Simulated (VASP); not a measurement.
Runs of VASP 6.6.1 on HfN. It takes space group Fm-3m (No. 225, cubic). Conventional cell: a = 4.512 Å, b = 4.512 Å, c = 4.512 Å, α = 90.00°, β = 90.00°, γ = 90.00°. Around Hf (site symmetry m-3m) lie 6 N at 2.26 Å. Around N (site symmetry m-3m) lie 6 Hf at 2.26 Å. 

```csv
level,potentials or basis,gap on the mesh (eV),pressure (GPa),relaxed volume (Å³/atom)
r2SCAN,"VASP PAW PBE potentials, release 64 (Hf_pv, N)",none,0.0,11.48
RPBE,"VASP PAW PBE potentials, release 64 (Hf_pv, N)",none,-0.1,(b)
LDA,"VASP PAW LDA potentials, release 64 (Hf_pv, N)",none,0.0,(a)
PBE,"VASP PAW PBE potentials, release 64 (Hf_pv, N)",none,0.0,11.65
PBE+D3(BJ),"VASP PAW PBE potentials, release 64 (Hf_pv, N)",none,0.0,11.42
PBEsol,"VASP PAW PBE potentials, release 64 (Hf_pv, N)",none,0.0,11.31
AM05,"VASP PAW PBE potentials, release 64 (Hf_pv, N)",none,-0.1,11.27
```

Alike in all rows: task relaxation of cell and atoms; no spin polarisation; cell relaxed; k mesh 14 × 14 × 14; cutoff (eV) 600; smearing methfessel-paxton 0.1 eV.

Estimate the missing entries.

(a) 11.10; (b) 11.86.

Caveats: the PAW data sets were made with another functional, which shifts forces and pressure a little (some runs); pairwise dispersion overbinds metals, which lowers pressure and volume (some runs).

A k mesh can miss the band edges, and the runs leave out spin-orbit coupling on Hf.

A gap of «none» marks a metal or a gap under the smearing width.

Not every run made on this cell is shown here.
